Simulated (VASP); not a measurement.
A cell of ZnS (zinc blende) near equilibrium:

```
CELL_PARAMETERS angstrom
      0.00000     2.72052     2.72052
      2.72052     0.00000     2.72052
      2.72052     2.72052     0.00000
ATOMIC_POSITIONS crystal
  Zn 0.00000 0.00000 0.00000
  S  0.25000 0.25000 0.25000
```

Calculation: PBE GGA, VASP's PBE PAW potentials (set 64) (plane waves; VASP).

| run | ΔE (meV/atom) | σxx | σyy | σzz | largest shear component, with its sign (GPa) | gap (eV) |
|---|---|---|---|---|---|---|
| as it is | 0.0 | 0.22 | 0.22 | 0.22 | 0.00 | 2.02 |
| after one change | 6.9 | -2.63 | -2.63 | -2.63 | 0.00 | 1.83 |
Stress is in GPa, positive when the cell is compressed; gaps are those on the k-mesh, and 0.00 means metallic.

**Question.** What was changed between the two runs?
A) shear strain γ_yz = -1.0 % with the ions relaxed
B) isotropic strain of +1.5 %
C) shear strain γ_xy = +1.5 % with the ions relaxed
D) isotropic strain of +3.0 %

**Answer.** B, isotropic strain of +1.5 %

The compound is ZnS in the zinc blende structure.
